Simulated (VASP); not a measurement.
Level of theory: PBE GGA with D4 dispersion, VASP's PBE PAW potentials (set 64) (plane waves; VASP).

The input files of a VASP run:

**INCAR**
```
SYSTEM = WSi2
PREC = Accurate
ENCUT = 520
EDIFF = 1E-7
NELM = 100
ALGO = Normal
LREAL = .FALSE.
LASPH = .TRUE.
ISMEAR = -5
GGA = PE
IVDW = 13
LMAXMIX = 6
LWAVE = .FALSE.
LCHARG = .TRUE.
LORBIT = 11
NEDOS = 601
ISIF = 2
LEFG = .TRUE.
```

**POSCAR**
```
WSi2
1
   -1.5984650244     1.5984650244     3.9051911511
    1.5984650244    -1.5984650244     3.9051911511
    1.5984650244     1.5984650244    -3.9051911511
Si W
2 1
Direct
  0.6659663786   0.6659663786   0.0000000000
  0.3340336214   0.3340336214   1.0000000000
  0.0000000000   0.0000000000   0.0000000000
```

**KPOINTS**
```
K-points
0
G
15 15 15
```

POTCAR, in this order: Si W_sv (PBE.64 set). Program: vasp_std.

The run wrote:

File OUTCAR:
```
 ion  position               nearest neighbor table
   1  0.666  0.666  0.000-   2 2.59   3 2.61   3 2.61   3 2.61   3 2.61   3 2.61   2 2.61   2 2.61
                             2 2.61   2 2.61
   2  0.334  0.334  0.000-   1 2.59   3 2.61   3 2.61   3 2.61   3 2.61   3 2.61   1 2.61   1 2.61
                             1 2.61   1 2.61
   3  0.000  0.000  0.000-   1 2.61   1 2.61   1 2.61   2 2.61   1 2.61   2 2.61   2 2.61   2 2.61
                             1 2.61   2 2.61
  LATTYP: Found a body centered tetragonal cell.
 ALAT       =     3.1969300488
 C/A-ratio  =     2.4430882700
 Subroutine PRICEL returns:
 Original cell was already a primitive cell.
 Subroutine GETGRP returns: Found 16 space group operations
The static configuration has the point symmetry D_4h.
The dynamic configuration has the point symmetry D_4h.
 Subroutine INISYM returns: Found 16 space group operations
 Subroutine IBZKPT returns following result:
 Found    288 irreducible k-points:

 Following reciprocal coordinates:
            Coordinates               Weight
  0.000000  0.000000  0.000000      1.000000
  0.066667 -0.000000  0.000000      8.000000
  0.133333  0.000000  0.000000      8.000000
  0.200000 -0.000000  0.000000      8.000000
...
```

OSZICAR:
```
       N       E                     dE             d eps       ncg     rms          rms(c)
DAV:   1     0.125890675180E+03    0.12589E+03   -0.11203E+04  8640   0.149E+03
DAV:   2    -0.213369024593E+02   -0.14723E+03   -0.14578E+03  9816   0.362E+02
DAV:   3    -0.256131069849E+02   -0.42762E+01   -0.42234E+01 11651   0.521E+01
DAV:   4    -0.256432869845E+02   -0.30180E-01   -0.30268E-01  9739   0.515E+00
DAV:   5    -0.256436641079E+02   -0.37712E-03   -0.37878E-03 11706   0.577E-01    0.261E+01
DAV:   6    -0.248939364948E+02    0.74973E+00   -0.43588E+00 10467   0.157E+01    0.913E+00
DAV:   7    -0.248142688213E+02    0.79668E-01   -0.26581E-01  9690   0.312E+00    0.457E+00
DAV:   8    -0.247931042805E+02    0.21165E-01   -0.41868E-02 11181   0.184E+00    0.309E-01
DAV:   9    -0.247926553502E+02    0.44893E-03   -0.11940E-03 10292   0.288E-01    0.177E-01
DAV:  10    -0.247925816528E+02    0.73697E-04   -0.30511E-04 10761   0.177E-01    0.364E-02
DAV:  11    -0.247925766646E+02    0.49882E-05   -0.36266E-05 11027   0.500E-02    0.136E-02
DAV:  12    -0.247925780278E+02   -0.13632E-05   -0.15632E-06 10468   0.905E-03    0.346E-03
DAV:  13    -0.247925770667E+02    0.96104E-06   -0.29075E-07  9381   0.547E-03    0.506E-04
DAV:  14    -0.247925769612E+02    0.10551E-06   -0.13249E-08  5167   0.121E-03    0.296E-04
DAV:  15    -0.247925769771E+02   -0.15909E-07   -0.29859E-09  4901   0.624E-04
   1 F= -.26530693E+02 E0= -.26530693E+02  d E =0.000000E+00
```

OUTCAR:
```
------------------------ aborting loop because EDIFF is reached ----------------------------------------
  Edisp (eV):   -1.73812
  FORCE on cell =-STRESS in cart. coord.  units (eV):
  Direction    XX          YY          ZZ          XY          YZ          ZX
  --------------------------------------------------------------------------------------
  Total       0.04453     0.04453    -0.06970     0.00000     0.00000     0.00000
  in kB       1.78743     1.78743    -2.79809     0.00000     0.00000     0.00000
  external pressure =        0.26 kB  Pullay stress =        0.00 kB
  volume of cell :       39.91
      direct lattice vectors                 reciprocal lattice vectors
    -1.598465024  1.598465024  3.905191151     0.000000000  0.312800088  0.128034706
     1.598465024 -1.598465024  3.905191151     0.312800088  0.000000000  0.128034706
     1.598465024  1.598465024 -3.905191151     0.312800088  0.312800088  0.000000000
 POSITION                                       TOTAL-FORCE (eV/Angst)
 -----------------------------------------------------------------------------------
      0.00000      0.00000      5.20145        -0.000000     -0.000000     -0.031298
      0.00000      0.00000      2.60893         0.000000      0.000000      0.031298
      0.00000      0.00000      0.00000         0.000000      0.000000      0.000000
 -----------------------------------------------------------------------------------
    total drift:                                0.000000     -0.000000     -0.000000
  FREE ENERGIE OF THE ION-ELECTRON SYSTEM (eV)
  ---------------------------------------------------
  free  energy   TOTEN  =       -26.5306925517 eV

  energy  without entropy=      -26.5306925517  energy(sigma->0) =      -26.53069255

 total charge

# of ion       s       p       d       tot
------------------------------------------
    1        0.736   0.901   0.000   1.636
    2        0.736   0.901   0.000   1.636
    3        2.316   6.314   3.615  12.246
--------------------------------------------------
tot          3.788   8.116   3.615  15.519

 Electric field gradients after diagonalization (V/A^2)
 (convention: |V_zz| > |V_xx| > |V_yy|)
----------------------------------------------------------------------
 ion       V_xx      V_yy      V_zz     asymmetry (V_yy - V_xx)/ V_zz
----------------------------------------------------------------------
   1       4.859     4.859    -9.718       0.000
   2       4.859     4.859    -9.718       0.000
   3      68.679    68.679  -137.358       0.000
```
(Selected blocks of OUTCAR.)

For a metal the tetrahedron method with Blöchl corrections gives inexact stress and forces.

The compound is WSi2 in the MoSi2 type structure. It was relaxed first.
